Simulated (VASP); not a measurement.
Consider the following.

```xyz
2
Lattice="0.0000 2.7676 2.7676 2.7676 0.0000 2.7676 2.7676 2.7676 0.0000" Properties=species:S:1:pos:R:3 pbc="T T T"
Ag     2.7676     0.0000     2.7676
Cl     2.7676     2.7676     2.7676
```

Computed with r2SCAN meta-GGA, VASP's PBE PAW potentials (set 64) (plane waves; VASP). Numerical set-up: 480 eV cut-off, 8×8×8 Γ-centred mesh, Gaussian smearing of 0.050 eV, potentials Ag Cl.

Stress in GPa, positive for a compressed cell; the cube axes lie along x, y and z, and the ions stay on their sites.

```json
[
 {"strain": "none", "σxx": "0.19", "σyy": "0.19", "σzz": "0.19"},
 {"strain": "εyy = -1.5 %, εzz = -1.5 %", "σxx": "1.50", "σyy": "2.12", "σzz": "2.12"},
 {"strain": "εxx = -2.0 %", "σxx": "1.85", "σyy": "1.10", "σzz": "1.10"}
]
```

### Question
Fit C11 and C12 to these rows, and predict the stress for εyy = -4.0 %.

### Answer
Least squares on Δσ_i = −C11 ε_i − C12 (ε_j + ε_k) over all components shown gives C11 = 84 GPa and C12 = 45 GPa, and so σxx, σyy, σzz = 1.98, 3.53, 1.98 GPa. The run gave 2.11, 3.98, 2.11 GPa; the difference holds the non-linear terms and numerical noise.

Left out are shears, moved atoms, failed runs and, from the fit, strains over 2.5 %.

The compound is AgCl in the rock salt structure.
